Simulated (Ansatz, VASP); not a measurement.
# Tl2S in two plane-wave programs, part 2 of 3

One calculation is typed for both programs; each brings its own data sets. How far apart do they land? The cell is generated by rule, not measured, and may not be a known phase. The cell is taken from a series of runs on this material, whose earlier steps may have relaxed, scaled, displaced or heated it; both programs get it as it stands.

VASP 6.6.1 and Ansatz 0.2.0.

So far: The starting structure; VASP: relaxation of cell and atoms, PBEsol, pair 1.

**3. Ansatz: relaxation of cell and atoms, PBEsol, pair 1**

Level of this step: Ansatz beside VASP: Kohn-Sham DFT, plane waves, PBEsol (Ansatz).

Ansatz runs on its default PAW (the set named soft_2) files.

The same cell, functional, mesh and smearing now go to Ansatz, which takes its cutoff from its data sets.

Input file input.yaml:

```yaml
crystal:
  lattice:
    - [6.6368285313, 0.0, 0.0]
    - [0.0, 6.6368285313, 0.0]
    - [0.0, 0.0, 6.6368285313]
  atoms:
    - { symbol: S, position: [0.0, 0.0, 0.0] }
    - { symbol: S, position: [0.5, 0.5, 0.5] }
    - { symbol: Tl, position: [0.25, 0.25, 0.25] }
    - { symbol: Tl, position: [0.75, 0.75, 0.25] }
    - { symbol: Tl, position: [0.75, 0.25, 0.75] }
    - { symbol: Tl, position: [0.25, 0.75, 0.75] }
kpoints:
  mp_grid: { grid: [6, 6, 6] }
hamiltonian:
  xc: pbesol
scf:
  occupations: { method: gaussian, width: 0.1 }
output:
  forces: true
  stress: true
  eigenvalues: true
  write_density: true
  write_potential: true
  elf: true
  volumetric_format: npy
relax:
  adjacent_minimum: "off"
  f_tol: 0.005
  max_steps: 80
  cell: { stress_tol: 0.05 }
```

The run is started by

```console
$ ansatz run input.yaml --threads 8 --pin off --max-ram 14336MiB --backend cpu --events-out ev --progress --plain --runs-dir out
```

Numbers of over 12 decimals in the logs are rounded to 6 here.

The log of the run:

```text
Engine: ansatz 0.2.0, aarch64-unknown-linux-gnu
Pseudopotentials: kind: paw
Pseudopotential: S, paw, valence charge 6, recommended cutoff 420 eV (normal), S.paw.azcp
Pseudopotential: Tl, paw, valence charge 13, recommended cutoff 420 eV (normal), Tl.paw.azcp
Functional definition: PBEsol
  exchange = pbesol_x
  correlation = pbesol_c
Crystal: 6 atoms, lattice volume = 292.336 Å³
Basis set: ecut = 420 eV, 5695 PW (Γ), exchange–correlation on 90×90×90 points (8 copies of the dense FFT grid, shifted against one another)
Bands: 39, of which v1, the nominal top of the filled ones, is band 32 counted from 1 (31 counted from 0)
Symmetry: 48 space group operations
Space group: Pn-3m (ITA 224), of the structure as read, at distance tolerance 6.6e-5 Å
k-points: 20 of 216
Non-local potential: S, projectors of the file, l = 0: 2, l = 1: 2, l = 2: 2
Non-local potential: Tl, projectors of the file, l = 0: 2, l = 1: 2, l = 2: 2, l = 3: 1
PAW form: soft (Blöchl's): semilocal exchange-correlation on the pseudo side does not see the compensation charge
PAW frozen core: S, regenerated for the run's functional, and the local potential with it (the file was generated under x = pbe(κ = 0.804, μ = 0.219515), c = pbe(β = 0.066725))
PAW frozen core: Tl, regenerated for the run's functional, and the local potential with it (the file was generated under x = pbe(κ = 0.804, μ = 0.219515), c = pbe(β = 0.066725))
PAW one-centre angular grid: S, 110 points (default); XC on 64 Gauss nodes
PAW one-centre angular grid: Tl, 590 points (default); XC on 64 Gauss nodes
Initial density: superposition of atomic densities (neutral atoms: chi_scale 0, normalization atom), corrected by the library's trained network
Initial wavefunctions: pseudopotential atomic-orbital guess
Functional: x = pbesol(κ = 0.804, μ = 0.123457), c = pbesol(β = 0.046)
SCF iter   1: F=—  HF=-46950.602146 eV  |F-HF|=—  |Δ(HF+E_count)|=         —  Δρ=2.76e-3  dr2=4.03e-2  ethr=1.77e-3  ⟨swp⟩=6.5  Hψ=3040  notcnv=0
preconditioner: auto → none  [metal: Δε(μ)=0.083 eV  Ē_g=10.627 eV  σ=0.100 eV  W_gap=0.44  n_scr=56 (ndim 8)  ℏωp=17.4 eV  f_vac=0.166  D(μ)=1.10/eV (n_scr^D=0)  sad-step TF]
SCF iter   2: F=—  HF=-46950.610252 eV  |F-HF|=—  |Δ(HF+E_count)|=   8.11e-3  Δρ=1.69e-3  dr2=1.76e-2  ethr=6.30e-5  ⟨swp⟩=1.4  Hψ=951  notcnv=0
SCF iter   3: F=—  HF=-46950.627078 eV  |F-HF|=—  |Δ(HF+E_count)|=   1.68e-2  Δρ=1.23e-3  dr2=1.40e-2  ethr=2.75e-5  ⟨swp⟩=2.0  Hψ=1139  notcnv=0
SCF iter   4: F=—  HF=-46950.626362 eV  |F-HF|=—  |Δ(HF+E_count)|=   7.16e-4  Δρ=5.46e-4  dr2=1.95e-3  ethr=2.18e-5  ⟨swp⟩=2.0  Hψ=993  notcnv=0
SCF iter   5: F=—  HF=-46950.626271 eV  |F-HF|=—  |Δ(HF+E_count)|=   9.18e-5  Δρ=1.21e-4  dr2=5.47e-5  ethr=3.04e-6  ⟨swp⟩=2.0  Hψ=862  notcnv=0
SCF iter   6: F=—  HF=-46950.626266 eV  |F-HF|=—  |Δ(HF+E_count)|=   5.20e-6  Δρ=1.36e-5  dr2=8.94e-7  ethr=8.55e-8  ⟨swp⟩=3.0  Hψ=1389  notcnv=0
SCF iter   7: F=-46950.626269 eV  HF=-46950.626268 eV  |F-HF|=1.38e-7  |Δ(HF+E_count)|=   2.87e-6  Δρ=3.17e-6  dr2=4.26e-8  ethr=1.56e-10  ⟨swp⟩=11.8  Hψ=5785  notcnv=0
SCF 1 converged in 7 iterations: F = -46950.626269 eV  dr2 = 4.26e-8
  greatest PAW one-centre occupation: 0.966 electrons in one spin orbital (limit 2), on the Tl atom at site 3 (counted from 0), in its partial waves of l = 2
relax step   1: F+E_penalty+E_count = -46950.62626852 eV  Δ(F+E_penalty+E_count) = +0.000e0 eV  max|allowed force component| = 9.637e-19 eV/Å  Δτ_max = 0.0000 Å  P = -0.011 GPa  Ω = 292.336 Å³  (7 SCF iters, dr2 threshold 1.00e-7 eV, accepted)
Initial density: handed on by an earlier stage of this run
Initial wavefunctions: pseudopotential atomic-orbital guess (no wavefunctions were taken with the density)
iter 1 solved again at ethr=2.67e-8 eV; its pass at ethr=3.10e-3 eV (dr2=1.71e-5 eV) is discarded
SCF iter   1: F=—  HF=-46950.626309 eV  |F-HF|=—  |Δ(HF+E_count)|=         —  Δρ=3.14e-6  dr2=4.09e-8  ethr=2.67e-8  ⟨swp⟩=3.5  Hψ=5375  notcnv=0
preconditioner: auto → none  [metal: Δε(μ)=0.069 eV  Ē_g=10.635 eV  σ=0.100 eV  W_gap=0.38  n_scr=56 (ndim 8)  ℏωp=17.4 eV  f_vac=0.219  D(μ)=1.15/eV (n_scr^D=0)]
SCF iter   2: F=—  HF=-46950.626268 eV  |F-HF|=—  |Δ(HF+E_count)|=   4.06e-5  Δρ=2.40e-6  dr2=2.47e-8  ethr=6.38e-11  ⟨swp⟩=2.0  Hψ=1426  notcnv=0
SCF iter   3: F=—  HF=-46950.626269 eV  |F-HF|=—  |Δ(HF+E_count)|=   3.07e-8  Δρ=1.70e-6  dr2=2.35e-8  ethr=3.86e-11  ⟨swp⟩=2.0  Hψ=1280  notcnv=0
SCF iter   4: F=—  HF=-46950.626269 eV  |F-HF|=—  |Δ(HF+E_count)|=   2.32e-8  Δρ=2.17e-7  dr2=6.69e-11  ethr=3.68e-11  ⟨swp⟩=2.0  Hψ=992  notcnv=0
SCF iter   5: F=-46950.626269 eV  HF=-46950.626269 eV  |F-HF|=7.28e-12  |Δ(HF+E_count)|=  1.24e-10  Δρ=8.60e-8  dr2=1.48e-11  ethr=1.00e-12  ⟨swp⟩=7.0  Hψ=3775  notcnv=0
SCF 2 converged in 5 iterations: F = -46950.626269 eV  dr2 = 1.48e-11
relax step   2: F+E_penalty+E_count = -46950.62626855 eV  Δ(F+E_penalty+E_count) = -3.383e-8 eV  max|allowed force component| = 9.637e-19 eV/Å  Δτ_max = 0.0000 Å  P = -0.011 GPa  Ω = 292.336 Å³  stress off target by 1.10e-2 GPa  SCF on the basis re-selected at this cell (its energy is not comparable with the rows above)  (5 SCF iters)
basis re-selected at this cell: Δ(F+E_penalty+E_count) = -3.383e-8 eV, ΔP = -0.000 GPa vs the last step (what re-selecting the basis moved, of the pressure what is left beyond the Pulay correction that the steps carried, after the strain that the cell walked since its last selection, with what the two solves' SCF thresholds leave and, on support functions, any second-order correction that the steps lacked; it is no m [...]
SCF converged after 5 iterations
Free energy (F): -46950.626269 eV
Harris-Foulkes:  -46950.626269 eV  (|F-HF|=7.28e-12)
Internal energy: -46950.620509 eV  (E = F + TS)
E sigma→0 (E₀):  -46950.623389 eV
Entropy (-TS):   -0.005759 eV (-0.960 meV/atom)
Fermi energy:    3.050676 eV
--- Per-component energies (eV) ---
  E_band       = -361.077894
  E_kinetic    = 1536.965010
  E_local      = -5739.257987  (includes V_loc(G=0)·N_el)
  E_nonlocal   = 1337.057529
  E_hartree    = 2167.585511
  E_xc         = -1103.876424
  E_vxc        = -737.398227  (∫ρ·V_xc dr)
  E_paw        = -41231.408324  (= ΣΔE_a)
  E_vpaw       = -1093.615365  (= ΣTr[D̂ρ^β])
  E_aug_tail   = 0.000135  (compensation charges beyond the density's cutoff)
  E_ewald      = -3917.962918
  E_core_change = 0.276959  (= ΣΔE_core)
  E_smearing   = -0.005759  (= −TS)
  E_closure    = 0.000000  (closes the sum)
  Σ components = -46950.626269   (vs F -46950.626269, Δ=0.00e0)
--- Forces (eV/Å), atoms counted from 1 ---
  atom   1  S      0.00000000     0.00000000     0.00000000
  atom   2  S      0.00000000    -0.00000000    -0.00000000
  atom   3  Tl     0.00000000    -0.00000000     0.00000000
  atom   4  Tl     0.00000000    -0.00000000     0.00000000
  atom   5  Tl     0.00000000    -0.00000000    -0.00000000
  atom   6  Tl     0.00000000    -0.00000000     0.00000000
  max |Σ_I F_I| component: 1.16e-18 eV/Å
--- Stress (GPa, compression-positive) ---
       -0.011030       0.000000       0.000000
        0.000000      -0.011030       0.000000
        0.000000       0.000000      -0.011030
  P = ⅓ Tr σ = -0.0110 GPa (-0.110 kbar)
--- Band table (eV; the first three rows and the last of 20) ---
  k-point 0: bands = [... 28 lower, 0.6642, 2.9876, 2.9876, 3.0119, 3.0119, 3.0119, 5.3794, 5.3794, ... 3 higher]
  k-point 1: bands = [... 28 lower, 0.8476, 2.8129, 2.9431, 2.9431, 3.0862, 3.2154, 5.0628, 5.4105, ... 3 higher]
  k-point 2: bands = [... 28 lower, 1.3041, 2.4179, 2.8249, 2.8249, 3.3771, 3.6920, 4.4423, 5.2363, ... 3 higher]
  k-point 19: bands = [... 28 lower, 0.3433, 3.0170, 3.0170, 3.0170, 3.7441, 3.7441, 3.7441, 5.6973, ... 3 higher]
--- Relaxed structure (1 steps of the walk, 1 accepted, 1 SCFs on fresh bases) ---
  F+E_penalty+E_count = -46950.62626855 eV   max|allowed force component| = 9.637e-19 eV/Å   (the final SCF, on the basis selected at the relaxed cell)
  cell:  # Å, volume = 292.3357 Å³
    - [6.6368285313, 0.0, 0.0]
    - [0.0, 6.6368285313, 0.0]
    - [0.0, 0.0, 6.6368285313]
  atoms:
    - { symbol: S, position: [0.0, 0.0, 0.0] }
    - { symbol: S, position: [0.5, 0.5, 0.5] }
    - { symbol: Tl, position: [0.25, 0.25, 0.25] }
    - { symbol: Tl, position: [0.75, 0.75, 0.25] }
    - { symbol: Tl, position: [0.75, 0.25, 0.75] }
    - { symbol: Tl, position: [0.25, 0.75, 0.75] }
```

Reading the cycles: dr2 is the Hartree energy of the density residual (eV), the measure of convergence; HF is the Harris–Foulkes estimate of the energy, which meets the free energy F at convergence.

**4. Differences**

Known differences besides the potentials themselves: the cutoff is 420 eV in Ansatz and 500 eV in VASP; Ansatz makes its cores anew for this functional, VASP keeps those of its PBE data sets; Ansatz adds a Pulay correction to the stress that steers its cell, VASP none. Total energies have different zeros and are not compared.

The two programs side by side:

| quantity | Ansatz | VASP | difference |
| --- | --- | --- | --- |
| volume (Å³) | 292.34 | 291.40 | +0.32 % |
| edge a after relaxation, in the typed setting (Å) | 6.637 | 6.630 | +0.11 % |

**5. VASP: relaxation of cell and atoms, PBEsol, pair 2**

The relaxed volume is the usual yardstick between codes: in a stiff, nearly cubic crystal its relative difference is about their pressure difference at one cell divided by the bulk modulus. Its start cell is another than that of the pair before, and may be another structure of the material.

Input file INCAR:

```
SYSTEM = Tl2S
PREC = Accurate
ENCUT = 500
EDIFF = 1E-07
NELM = 120
ISMEAR = 1
SIGMA = 0.2
LREAL = .FALSE.
ALGO = Normal
GGA = PS
NBANDS = 39
LORBIT = 11
LWAVE = .FALSE.
LCHARG = .FALSE.
ISIF = 3
IBRION = 2
NSW = 80
EDIFFG = -0.005
LASPH = .TRUE.
GGA_COMPAT = .FALSE.
NELMIN = 4
KPAR = 2
```

Input file POSCAR:

```
Tl2S
1.0
    4.7346710000      0.0000000000      0.0000000000
    0.0000000000      4.7346710000      0.0000000000
    0.0000000000      0.0000000000      7.3120950000
S Tl
2 4
Direct
    0.5000001056      0.0000000000      0.7156271903
    0.0000000000      0.5000001056      0.2843729465
    0.0000000000      0.5000001056      0.6528211135
    0.5000001056      0.5000001056      0.0000000000
    0.5000001056      0.0000000000      0.3471790232
    0.0000000000      0.0000000000      0.0000000000
```

Input file KPOINTS:

```
Automatic mesh
0
Gamma
8 8 6
0 0 0
```

Potentials, in the order of the species: S and Tl_d (PBE family, release 64).

The run is started by

```console
$ mpirun -np 2 vasp_std
```

The log of the run:

```text
[banner, memory and clock lines left out]
running    2 mpi-ranks, on    1 nodes
[...]
[... a notice as in an earlier step ...]

 LDA part: xc-table for (Slater+PW92), standard interpolation
 POSCAR, INCAR and KPOINTS ok, starting setup
[...]
entering main loop
       N       E                     dE             d eps       ncg     rms          rms(c)
DAV:   1     0.361970198654E+03    0.36197E+03   -0.32008E+04  4712   0.146E+03
DAV:   2    -0.359856514629E+01   -0.36557E+03   -0.35179E+03  5170   0.323E+02
DAV:   3    -0.213941491365E+02   -0.17796E+02   -0.17326E+02  5525   0.551E+01
DAV:   4    -0.217149487884E+02   -0.32080E+00   -0.32040E+00  5010   0.727E+00
[...]
DAV:  13    -0.205044426322E+02    0.36576E-06   -0.33696E-06  5396   0.973E-03    0.198E-03
DAV:  14    -0.205044428104E+02   -0.17822E-06   -0.49614E-07  4633   0.324E-03    0.108E-03
DAV:  15    -0.205044427899E+02    0.20475E-07   -0.68315E-08  3362   0.163E-03
   1 F= -.20504443E+02 E0= -.20505471E+02  d E =-.205044E+02
[...]
N       E                     dE             d eps       ncg     rms          rms(c)
DAV:   1    -0.205057157101E+02   -0.12729E-02   -0.24119E-02  4750   0.945E-01    0.213E-01
DAV:   2    -0.205046370952E+02    0.10786E-02   -0.23455E-03  4848   0.284E-01    0.661E-02
DAV:   3    -0.205044910897E+02    0.14601E-03   -0.50345E-04  4876   0.139E-01    0.496E-02
DAV:   4    -0.205044884211E+02    0.26687E-05   -0.22070E-05  4974   0.253E-02    0.219E-02
DAV:   5    -0.205044891876E+02   -0.76651E-06   -0.46877E-06  5198   0.126E-02    0.174E-03
DAV:   6    -0.205044892479E+02   -0.60299E-07   -0.32824E-07  4515   0.283E-03
   2 F= -.20504489E+02 E0= -.20505507E+02  d E =-.464580E-04
 trial-energy change:   -0.000046  1 .order   -0.000049   -0.000082   -0.000017
 step:   1.4113(harm=  1.2600)  dis= 0.00026  next Energy=   -20.504493 (dE=-0.497E-04)
 reached required accuracy - stopping structural energy minimisation
```

OUTCAR, selected parts (step 5):

```text
  Total       -0.0202074     -0.0202074      0.0121473      0.0000000     -0.0000000      0.0000000
  in kB       -0.1977869     -0.1977869      0.1188961      0.0000000     -0.0000000      0.0000000
  external PRESSURE =      -0.0922259 kB  Pullay stress =       0.0000000 kB

 POSITION                                       TOTAL-FORCE (eV/Angst)
 -----------------------------------------------------------------------------------
      2.36616     -0.00000      5.23091        -0.000000     -0.000000      0.001062
      0.00000      2.36616      2.07838         0.000000      0.000000     -0.001062
      4.73232      2.36616      4.77179         0.000000     -0.000000      0.004188
      2.36616      2.36616     -0.00000         0.000000     -0.000000      0.000000
      2.36616     -0.00000      2.53751        -0.000000      0.000000     -0.004188
      0.00000      0.00000      0.00000        -0.000000     -0.000000      0.000000
 -----------------------------------------------------------------------------------
    total drift:                               -0.000047     -0.000920     -0.000197

  FREE ENERGIE OF THE ION-ELECTRON SYSTEM (eV)
  ---------------------------------------------------
  free  energy   TOTEN  =       -20.5044892479 eV

  energy  without entropy=      -20.5075426590  energy(sigma->0) =      -20.50550705

[... 1 part as in an earlier step ...]

[... 3 further parts left out ...]
[key lines of the parts left out:]
E-fermi :   4.9655
```

**6. Ansatz: relaxation of cell and atoms, PBEsol, pair 2**

The same cell, functional, mesh and smearing now go to Ansatz, which takes its cutoff from its data sets.

The cell is taken from a series of runs on this material, whose earlier steps may have relaxed, scaled, displaced or heated it; both programs get it as it stands.

Input file input.yaml:

```yaml
crystal:
  lattice:
    - [4.7346710818, 0.0, 0.0]
    - [0.0, 4.7346710818, 0.0]
    - [0.0, 0.0, 7.3120953696]
  atoms:
    - { symbol: S, position: [0.5, 0.0, 0.7156271269] }
    - { symbol: S, position: [0.0, 0.5, 0.2843728731] }
    - { symbol: Tl, position: [0.0, 0.5, 0.6528210132] }
    - { symbol: Tl, position: [0.5, 0.5, 0.0] }
    - { symbol: Tl, position: [0.5, 0.0, 0.3471789868] }
    - { symbol: Tl, position: [0.0, 0.0, 0.0] }
kpoints:
  mp_grid: { grid: [8, 8, 6] }
hamiltonian:
  xc: pbesol
scf:
  occupations: { method: methfessel_paxton, width: 0.2 }
output:
  forces: true
  stress: true
  eigenvalues: true
relax:
  adjacent_minimum: "off"
  f_tol: 0.001
  max_steps: 60
  cell: { stress_tol: 0.01 }
```

The run is started by

```console
$ ansatz run input.yaml --threads 8 --pin off --max-ram 14336MiB --backend cpu --events-out ev --progress --plain --runs-dir out
```

The log of the run:

```text
[...]
Crystal: 6 atoms, lattice volume = 163.916 Å³
Basis set: ecut = 420 eV, 3201 PW (Γ), exchange–correlation on 64×64×100 points (8 copies of the dense FFT grid, shifted against one another)
Bands: 39, of which v1, the nominal top of the filled ones, is band 32 counted from 1 (31 counted from 0)
Symmetry: 16 space group operations
[...]
k-points: 60 of 384
[...]
--- Relaxed structure (3 steps of the walk, 3 accepted, 1 SCFs on fresh bases) ---
[...]
cell:  # Å, volume = 163.8620 Å³
    - [4.733894, 0, 0]
    - [0, 4.733894, 0]
    - [0, 0, 7.312084]
  atoms:
    - { symbol: S, position: [0.5, 0, 0.715682] }
    - { symbol: S, position: [0, 0.5, 0.284318] }
    - { symbol: Tl, position: [0, 0.5, 0.652781] }
    - { symbol: Tl, position: [0.5, 0.5, 0] }
    - { symbol: Tl, position: [0.5, 0, 0.347219] }
    - { symbol: Tl, position: [0, 0, 0] }
[key lines of the parts left out:]
SCF converged after 5 iterations
Free energy (F): -46953.728020 eV
Fermi energy:    7.942587 eV
P = ⅓ Tr σ = 0.0007 GPa (0.007 kbar)
```

**7. Differences**

Both answers:

| quantity | Ansatz | VASP | difference |
| --- | --- | --- | --- |
| volume (Å³) | 163.86 | 163.69 | +0.10 % |
| edge a after relaxation, in the typed setting (Å) | 4.734 | 4.732 | +0.03 % |
| edge c after relaxation, in the typed setting (Å) | 7.312 | 7.309 | +0.04 % |

(Continued in part 3 of 3.)

[Lines on the potential files, build, host, timing and source positions are cut from VASP's logs without a mark.]

[Logs are printed without paths, hosts, clocks, repeated set-up lines and the standing remarks that a program may print on its own settings, such as how far it seeks lower states.]

[Hosts, paths, dates, database ids (printed as entryN), source tags and the programs' standing remarks are cut or masked in the printed files.]
